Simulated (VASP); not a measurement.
## A VASP study of Ruthenium (PBE + D3(BJ)): structure first, properties next

Aim: relax Ruthenium with PBE + D3(BJ), compute its properties on that cell and hold them against experiment. The steps: relaxing cell and atoms (PBE + D3(BJ)), second relaxation, density, ELF and potential (PBE + D3(BJ)), band structure (PBE + D3(BJ)), density of states (PBE + D3(BJ)), vibrations at Γ (PBE + D3(BJ)) and electric field gradients (PBE + D3(BJ)). The start is a cell from a database of measured crystal structures.

Main program and level: VASP 6.6.1; PBE with D3(BJ); plane waves and PAW (Ru_pv).

Experimental background.

For Ru, hexagonal close-packed (bulk Ru, literature reference value), “A solution for 4-propylguaiacol hydrodeoxygenation without ring saturation” (2024, pmc:11283461) quotes earlier work: lattice constant a (a = b of bulk hcp Ru, quoted experimental value) 2.706 Å [Quoted literature experimental value in the paper's computational methods; no source or …].

**1. Starting point**

Before any relaxation, the start is as follows. The structure is hexagonal, space group P6_3/mmc (No. 194). Conventional cell: a = 2.706 Å, b = 2.706 Å, c = 4.282 Å, α = 90.00°, β = 90.00°, γ = 120.00°. Nearest to Ru lie 12 Ru at 2.65 to 2.71 Å.

**2. Relaxing cell and atoms (PBE + D3(BJ))**

The start need not lie at this functional's minimum. ISIF = 3 frees volume, shape and positions, and EDIFFG sets the threshold on forces and stress at which the search stops. PBE, the usual starting point, adds the gradient of the density. A dispersion term adds the long-range attraction that semilocal functionals lack. D3 with Becke-Johnson damping keeps a finite attraction at short range.

INCAR

```
SYSTEM = Ru
PREC = Accurate
ENCUT = 400
EDIFF = 1E-06
NELM = 100
ISMEAR = 1
SIGMA = 0.2
LREAL = .FALSE.
ALGO = Normal
GGA = PE
IVDW = 12
NBANDS = 20
LASPH = .TRUE.
LORBIT = 11
LWAVE = .FALSE.
LCHARG = .FALSE.
KPAR = 2
IBRION = 2
NSW = 60
ISIF = 3
EDIFFG = -0.01
```

POSCAR

```
Ru
1.0
    2.7058000000      0.0000000000      0.0000000000
   -1.3529000000      2.3432915376      0.0000000000
    0.0000000000      0.0000000000      4.2819000000
Ru
2
Direct
    0.3333333333      0.6666666667      0.2500000000
    0.6666666667      0.3333333333      0.7500000000
```

KPOINTS

```
Automatic mesh
0
Gamma
11 11 6
0 0 0
```

Potentials, in the order of the species: Ru_pv (PBE family, release 64).

Launch:

```console
$ mpirun -np 2 vasp_std
```

Log:

```text
[banner, memory and clock lines left out]
running    2 mpi-ranks, on    1 nodes
 distrk:  each k-point on    1 cores,    2 groups
 distr:  one band on    1 cores,    1 groups

 POSCAR found type information on POSCAR Ru
 POSCAR found :  1 types and       2 ions
 LDA part: xc-table for (Slater+PW92), standard interpolation
 POSCAR, INCAR and KPOINTS ok, starting setup
 FFT: planning ... GRIDC
 FFT: planning ... GRID_SOFT
 FFT: planning ... GRID
 WAVECAR not read
 entering main loop
       N       E                     dE             d eps       ncg     rms          rms(c)
DAV:   1     0.244185456649E+03    0.24419E+03   -0.15458E+04  2608   0.129E+03
DAV:   2    -0.148116197382E+02   -0.25900E+03   -0.25127E+03  2640   0.411E+02
DAV:   3    -0.197517725050E+02   -0.49402E+01   -0.49101E+01  2924   0.635E+01
DAV:   4    -0.197925891230E+02   -0.40817E-01   -0.40774E-01  3280   0.545E+00
DAV:   5    -0.197931918330E+02   -0.60271E-03   -0.60096E-03  2908   0.552E-01    0.177E+01
DAV:   6    -0.185368431681E+02    0.12563E+01   -0.29124E+00  2936   0.172E+01    0.479E+00
DAV:   7    -0.184562509181E+02    0.80592E-01   -0.42058E-01  2948   0.505E+00    0.109E+00
DAV:   8    -0.184503033397E+02    0.59476E-02   -0.25292E-02  2872   0.107E+00    0.343E-01
DAV:   9    -0.184496795819E+02    0.62376E-03   -0.20675E-03  2888   0.499E-01    0.368E-02
DAV:  10    -0.184496695272E+02    0.10055E-04   -0.15645E-04  2880   0.126E-01    0.295E-02
DAV:  11    -0.184496661283E+02    0.33989E-05   -0.10857E-05  2960   0.311E-02    0.150E-03
DAV:  12    -0.184496659424E+02    0.18590E-06   -0.10926E-07  1772   0.310E-03
   1 F= -.19698058E+02 E0= -.19697110E+02  d E =-.196981E+02
 curvature:   0.00 expect dE= 0.000E+00 dE for cont linesearch  0.000E+00
 trial: gam= 0.00000 g(F)=  0.132E-47 g(S)=  0.362E-01 ort = 0.000E+00 (trialstep = 0.100E+01)
 search vector abs. value=  0.362E-01
 bond charge predicted
       N       E                     dE             d eps       ncg     rms          rms(c)
DAV:   1    -0.194976273760E+02   -0.10480E+01   -0.25027E+01  2640   0.552E+01    0.110E+01
DAV:   2    -0.183666124963E+02    0.11310E+01   -0.30905E+00  2572   0.174E+01    0.159E+00
DAV:   3    -0.183275462975E+02    0.39066E-01   -0.21073E-01  2800   0.407E+00    0.129E+00
DAV:   4    -0.183377886455E+02   -0.10242E-01   -0.12555E-02  2796   0.724E-01    0.414E-01
DAV:   5    -0.183395483995E+02   -0.17598E-02   -0.12948E-03  3056   0.258E-01    0.666E-02
DAV:   6    -0.183394913247E+02    0.57075E-04   -0.43296E-05  2748   0.677E-02    0.599E-03
DAV:   7    -0.183394912181E+02    0.10658E-06   -0.29456E-06  2852   0.169E-02
   2 F= -.19656727E+02 E0= -.19655945E+02  d E =0.413310E-01
[...]
3 F= -.19702488E+02 E0= -.19701572E+02  d E =-.442937E-02
[...]
4 F= -.19702487E+02 E0= -.19701571E+02  d E =-.442849E-02
 curvature:  -0.11 expect dE=-0.388E-05 dE for cont linesearch -0.336E-07
 ZBRENT: accuracy reached
 trial: gam= 0.00384 g(F)=  0.660E-49 g(S)=  0.347E-04 ort =-0.104E-03 (trialstep = 0.849E+00)
 search vector abs. value=  0.344E-04
 bond charge predicted
       N       E                     dE             d eps       ncg     rms          rms(c)
DAV:   1    -0.184378357608E+02   -0.15469E-03   -0.75339E-03  2632   0.684E-01    0.899E-02
DAV:   2    -0.184376632225E+02    0.17254E-03   -0.23856E-04  2640   0.130E-01    0.342E-02
DAV:   3    -0.184376311548E+02    0.32068E-04   -0.85985E-05  2776   0.621E-02    0.852E-03
DAV:   4    -0.184376314677E+02   -0.31296E-06   -0.25095E-06  2388   0.180E-02
   5 F= -.19702494E+02 E0= -.19701591E+02  d E =-.711185E-05
 trial-energy change:   -0.000007  1 .order   -0.000008   -0.000029    0.000014
 step:   0.5720(harm=  0.5720)  dis= 0.00000  next Energy=   -19.702497 (dE=-0.980E-05)
 reached required accuracy - stopping structural energy minimisation
```

The job ended after 34 s (2 MPI ranks of Intel Xeon Platinum 8488C (Sapphire Rapids), shared host; peak memory 0.3 GiB).

The logs omit lines about the potential files and the build; timing stands in the text.

Parts of OUTCAR (step 2):

```text
ion  position               nearest neighbor table
   1  0.333  0.667  0.250-   2 2.65   2 2.65   2 2.65   2 2.65   2 2.65   2 2.65
   2  0.667  0.333  0.750-   1 2.65   1 2.65   1 2.65   1 2.65   1 2.65   1 2.65

  LATTYP: Found a hexagonal cell.
 ALAT       =     2.7058000000
 C/A-ratio  =     1.5824894671

 Subroutine GETGRP returns: Found 24 space group operations
 (whereof 12 operations were pure point group operations)

The static configuration has the point symmetry D_3d.
 The point group associated with its full space group is D_6h.

 Found     64 irreducible k-points:

   k-points           NKPTS =     64   k-points in BZ     NKDIM =     64   number of bands    NBANDS=     20

   dimension x,y,z NGX =    18 NGY =   18 NGZ =   28
   dimension x,y,z NGXF=    36 NGYF=   36 NGZF=   56

   ENCUT  =  400.0 eV  29.40 Ry    5.42 a.u.   4.41  4.41  6.98*2*pi/ulx,y,z

   NELECT =      28.0000    total number of electrons

 k-points in reciprocal lattice and weights: Automatic mesh
   0.00000000  0.00000000  0.00000000       0.001
   0.09090909  0.00000000  0.00000000       0.008
   0.18181818  0.00000000  0.00000000       0.008
   0.27272727  0.00000000  0.00000000       0.008
   0.36363636  0.00000000  0.00000000       0.008
   0.45454545  0.00000000  0.00000000       0.008
   0.09090909  0.09090909  0.00000000       0.008
   0.18181818  0.09090909  0.00000000       0.017
   0.27272727  0.09090909  0.00000000       0.017
[...]
0.27272727  0.27272727  0.50000000       0.008
   0.36363636  0.27272727  0.50000000       0.008

 Edisp (eV)   -1.26481

 average (electrostatic) potential at core
       1 -66.9855       2 -66.9855

 E-fermi :  12.9987

 k-point     1 :       0.0000    0.0000    0.0000
  band No.  band energies     occupation
    ...
     11      10.6003      2.00000
     12      11.1245      2.00000
     13      11.1245      2.00000
     14      11.6678      2.00000
     15      11.6678      2.00000
     16      14.2817     -0.00000
     17      14.2817     -0.00000
     18      14.3726     -0.00000
     19      23.4466      0.00000
     20      23.4925      0.00000

 k-point     2 :       0.0909    0.0000    0.0000
  band No.  band energies     occupation
    ...
     12      11.0570      2.00000
     13      11.3282      2.00000
     14      11.3568      2.00000
     15      11.4816      2.00000
     16      12.6302      2.02570
     17      14.3962     -0.00000
     18      16.4760     -0.00000
     19      23.4271      0.00000
     20      23.4928      0.00000

 k-point     3 :       0.1818    0.0000    0.0000
  band No.  band energies     occupation
    ...
     12      11.0560      2.00000
     13      11.4057      2.00000
     14      11.6861      2.00000
     15      11.8437      2.00000
     16      12.0176      2.00000
     17      14.6286     -0.00000
     18      18.8017      0.00000
     19      23.3105      0.00000
     20      23.4930      0.00000

 Edisp (eV)   -1.26486

  Total       0.00920     0.00920    -0.01299    -0.00000     0.00000    -0.00000
  in kB       0.54956     0.54956    -0.77645    -0.00000     0.00000    -0.00000
  external pressure =        0.11 kB  Pullay stress =        0.00 kB

  energy-cutoff  :      400.00
  volume of cell :       26.81
      direct lattice vectors                 reciprocal lattice vectors
     2.693635932 -0.000000000 -0.000000000     0.371245419  0.214338643  0.000000000
    -1.346817966  2.332757146  0.000000000     0.000000000  0.428677285  0.000000000
     0.000000000 -0.000000000  4.266616242     0.000000000 -0.000000000  0.234377770

 POSITION                                       TOTAL-FORCE (eV/Angst)
 -----------------------------------------------------------------------------------
     -0.00000      1.55517      1.06665         0.000000      0.000000      0.000000
      1.34682      0.77759      3.19996        -0.000000     -0.000000     -0.000000
 -----------------------------------------------------------------------------------
    total drift:                               -0.000000      0.000000     -0.000000

  FREE ENERGIE OF THE ION-ELECTRON SYSTEM (eV)
  ---------------------------------------------------
  free  energy   TOTEN  =       -19.7024939231 eV

  energy  without entropy=      -19.6997842871  energy(sigma->0) =      -19.70159071

 reached required accuracy - stopping structural energy minimisation

 total charge
# of ion       s       p       d       tot
------------------------------------------
    1        0.411   6.322   5.966  12.699
    2        0.411   6.322   5.966  12.699
--------------------------------------------------
tot          0.822  12.643  11.932  25.397

[... 3 further parts left out ...]
```

CONTCAR:

```
Ru
   1.00000000000000
     2.6936359323356545   -0.0000000000000000   -0.0000000000000000
    -1.3468179661678272    2.3327571459887837    0.0000000000000000
     0.0000000000000000   -0.0000000000000000    4.2666162415074380
  Ru
     2
Direct
     0.3333333332999970    0.6666666667000030    0.2500000000000000
     0.6666666667000030    0.3333333332999970    0.7500000000000000
```

The k-mesh is coarse for a metal. Dispersion corrections of this kind ignore metallic screening and tend to overbind metals. The run keeps the 24 symmetry operations of its start, so it cannot find a distortion of lower symmetry.

The steps of the relaxation:

```tsv
step	energy less that of the first step (eV)	largest force (eV/Å)	pressure (GPa)	volume (Å³)
1	0.0000	0.0000	-4.17	27.15
2	0.0413	0.0000	14.84	25.78
3	-0.0044	0.0000	-0.07	26.82
4	-0.0044	0.0000	0.01	26.81
5	-0.0044	0.0000	0.01	26.81
```

```tsv
conventional cell, symmetrised	before	after	change
a (Å)	2.706	2.694	-0.4 %
b (Å)	2.706	2.694	-0.4 %
c (Å)	4.282	4.267	-0.4 %
volume (Å³/atom)	13.57	13.40	-1.3 %
```

The relaxed structure:

```
Ru
1.0
     2.69364    0.00000    0.00000
    -1.34682    2.33276    0.00000
     0.00000    0.00000    4.26662
Ru
2
Cartesian
  0.0000 1.5552 1.0667
  1.3468 0.7776 3.2000
```

This step gave:

```yaml
electrons: 28
bands: 20
irreducible_k_points: 64
symmetry_operations: 24
free_energy_toten: -19.70 eV
energy_at_zero_smearing: -19.70 eV
fermi_energy: 13.00 eV
pressure: 0.01076 GPa
metallic_judged_on_the_points_sampled: yes
scf_cycles_over_all_ionic_steps: 33
```

It ends with forces that vanish by symmetry and a pressure of 0.01 GPa. The volume lies -1.3 % from that of the database's start, part of which can be the thermal and zero-point expansion of its experiment.

**3. Second relaxation**

The basis stayed that of the start cell while the cell moved. A rerun from the cell reached resets it; the error of the finite cutoff stays.

INCAR is that of step 2.

POSCAR

```
Ru
1.0
    2.6936359323      0.0000000000      0.0000000000
   -1.3468179662      2.3327571460      0.0000000000
    0.0000000000      0.0000000000      4.2666162415
Ru
2
Direct
    0.3333333333      0.6666666667      0.2500000000
    0.6666666667      0.3333333333      0.7500000000
```

KPOINTS is that of step 2.

Launch:

```console
$ mpirun -np 2 vasp_std
```

Log:

```text
[... set-up lines as in an earlier step ...]
 entering main loop
       N       E                     dE             d eps       ncg     rms          rms(c)
DAV:   1     0.246543560473E+03    0.24654E+03   -0.15592E+04  2584   0.130E+03
DAV:   2    -0.146878411372E+02   -0.26123E+03   -0.25398E+03  2644   0.414E+02
DAV:   3    -0.197224087240E+02   -0.50346E+01   -0.49899E+01  2924   0.641E+01
DAV:   4    -0.197639190386E+02   -0.41510E-01   -0.41486E-01  3280   0.551E+00
DAV:   5    -0.197645999884E+02   -0.68095E-03   -0.67833E-03  2936   0.585E-01    0.183E+01
DAV:   6    -0.185253976266E+02    0.12392E+01   -0.28363E+00  2904   0.170E+01    0.509E+00
DAV:   7    -0.184423187251E+02    0.83079E-01   -0.44316E-01  2960   0.521E+00    0.113E+00
DAV:   8    -0.184362117459E+02    0.61070E-02   -0.25584E-02  2832   0.110E+00    0.353E-01
DAV:   9    -0.184355853257E+02    0.62642E-03   -0.21164E-03  2928   0.505E-01    0.388E-02
DAV:  10    -0.184355753153E+02    0.10010E-04   -0.19535E-04  2888   0.141E-01    0.352E-02
DAV:  11    -0.184355696190E+02    0.56963E-05   -0.19355E-05  2928   0.420E-02    0.151E-03
DAV:  12    -0.184355695921E+02    0.26905E-07   -0.17109E-07  1768   0.386E-03
   1 F= -.19700432E+02 E0= -.19699529E+02  d E =-.197004E+02
 curvature:   0.00 expect dE= 0.000E+00 dE for cont linesearch  0.000E+00
 trial: gam= 0.00000 g(F)=  0.677E-48 g(S)=  0.184E-04 ort = 0.000E+00 (trialstep = 0.100E+01)
 search vector abs. value=  0.184E-04
 bond charge predicted
       N       E                     dE             d eps       ncg     rms          rms(c)
DAV:   1    -0.184350184951E+02    0.55112E-03   -0.75866E-03  2624   0.824E-01    0.129E-01
DAV:   2    -0.184347613634E+02    0.25713E-03   -0.58562E-04  2764   0.235E-01    0.313E-02
DAV:   3    -0.184347424484E+02    0.18915E-04   -0.58397E-05  2812   0.619E-02    0.133E-02
DAV:   4    -0.184347446997E+02   -0.22514E-05   -0.46450E-06  2988   0.173E-02    0.384E-03
DAV:   5    -0.184347453424E+02   -0.64267E-06   -0.42368E-07  1616   0.596E-03
   2 F= -.19700425E+02 E0= -.19699515E+02  d E =0.728279E-05
 trial-energy change:    0.000007  1 .order    0.000009   -0.000018    0.000037
 step:   0.3350(harm=  0.3350)  dis= 0.00000  next Energy=   -19.700435 (dE=-0.308E-05)
 bond charge predicted
       N       E                     dE             d eps       ncg     rms          rms(c)
DAV:   1    -0.184354211394E+02   -0.67644E-03   -0.33402E-03  2616   0.547E-01    0.853E-02
DAV:   2    -0.184353104123E+02    0.11073E-03   -0.25921E-04  2688   0.156E-01    0.208E-02
DAV:   3    -0.184353004977E+02    0.99146E-05   -0.25644E-05  2700   0.409E-02    0.887E-03
DAV:   4    -0.184352992703E+02    0.12274E-05   -0.19790E-06  2032   0.115E-02    0.252E-03
DAV:   5    -0.184352990959E+02    0.17442E-06   -0.31333E-07  1488   0.526E-03
   3 F= -.19700435E+02 E0= -.19699529E+02  d E =-.302423E-05
 curvature:  -0.17 expect dE=-0.294E-06 dE for cont linesearch -0.102E-06
 trial: gam=-0.08696 g(F)=  0.701E-47 g(S)=  0.175E-05 ort = 0.335E-05 (trialstep = 0.867E+00)
 search vector abs. value=  0.131E-05
 reached required accuracy - stopping structural energy minimisation
```

Wall time 21 s (2 MPI ranks); peak memory 0.29 GiB.

From OUTCAR (step 3):

```text
  LATTYP: Found a hexagonal cell.
 ALAT       =     2.6936359323
 C/A-ratio  =     1.5839617338

 Found     64 irreducible k-points:

   ENCUT  =  400.0 eV  29.40 Ry    5.42 a.u.   4.39  4.39  6.96*2*pi/ulx,y,z

   NELECT =      28.0000    total number of electrons

 Edisp (eV)   -1.26568

 E-fermi :  13.0028

 k-point     1 :       0.0000    0.0000    0.0000
  band No.  band energies     occupation
    ...
     11      10.6057      2.00000
     12      11.1283      2.00000
     13      11.1283      2.00000
     14      11.6697      2.00000
     15      11.6697      2.00000
     16      14.2861     -0.00000
     17      14.2861     -0.00000
     18      14.3794     -0.00000
     19      23.4525      0.00000
     20      23.4979      0.00000

 k-point     2 :       0.0909   -0.0000    0.0000
  band No.  band energies     occupation
    ...
     12      11.0615      2.00000
     13      11.3301      2.00000
     14      11.3605      2.00000
     15      11.4832      2.00000
     16      12.6351      2.02601
     17      14.4006     -0.00000
     18      16.4821     -0.00000
     19      23.4331      0.00000
     20      23.4976      0.00000

 Edisp (eV)   -1.26514

  Total       0.00503     0.00503    -0.00469    -0.00000     0.00000     0.00000
  in kB       0.30093     0.30093    -0.28022    -0.00000     0.00000     0.00000
  external pressure =        0.11 kB  Pullay stress =        0.00 kB

  energy-cutoff  :      400.00
  volume of cell :       26.80
      direct lattice vectors                 reciprocal lattice vectors
     2.693656868 -0.000000000 -0.000000000     0.371242533  0.214336977  0.000000000
    -1.346828434  2.332775277  0.000000000     0.000000000  0.428673953  0.000000000
     0.000000000  0.000000000  4.265665121     0.000000000  0.000000000  0.234430029

 POSITION                                       TOTAL-FORCE (eV/Angst)
 -----------------------------------------------------------------------------------
     -0.00000      1.55518      1.06642         0.000000      0.000000      0.000000
      1.34683      0.77759      3.19925        -0.000000     -0.000000      0.000000
 -----------------------------------------------------------------------------------
    total drift:                               -0.000000      0.000000     -0.000000

  FREE ENERGIE OF THE ION-ELECTRON SYSTEM (eV)
  ---------------------------------------------------
  free  energy   TOTEN  =       -19.7004350717 eV

  energy  without entropy=      -19.6977181878  energy(sigma->0) =      -19.69952944

 total charge
# of ion       s       p       d       tot
------------------------------------------
    1        0.411   6.322   5.966  12.699
    2        0.411   6.322   5.966  12.699
--------------------------------------------------
tot          0.822  12.644  11.933  25.398

[... 5 parts as in an earlier step ...]

[... 7 further parts left out ...]
```

CONTCAR:

```
Ru
   1.00000000000000
     2.6936568682816655   -0.0000000000000005   -0.0000000000000000
    -1.3468284341908336    2.3327752770919781    0.0000000000000000
     0.0000000000000000    0.0000000000000000    4.2656651213571850
  Ru
     2
Direct
     0.3333333332999970    0.6666666667000030    0.2500000000000000
     0.6666666667000030    0.3333333332999970    0.7500000000000000
```

Little changed from the start: no atom moved by 0.005 Å and no cell edge by 0.1 %.

This step gave:

| Item | Value |
| --- | --- |
| pressure | 0.01072 GPa |
| SCF cycles over all ionic steps | 22 |

It ends with forces that vanish by symmetry and a pressure of 0.01 GPa. The volume moved by only 0.02 %, so the volume is settled.

(Part 1 of 4 ends here.)

[Lines on the potential files, build, host, timing and source positions are cut from VASP's logs without a mark.]

[Logs are printed without paths, hosts, clocks, repeated set-up lines and the standing remarks that a program may print on its own settings, such as how far it seeks lower states.]

[Hosts, paths, dates, database ids (printed as entryN), source tags and the programs' standing remarks are cut or masked in the printed files.]

[A measured line is paired with the nearest computed mode of its activity, which favours agreement.]

[In band tables of VASP the shares of atoms and orbitals are scaled to a sum of 1 inside the atoms' spheres.]
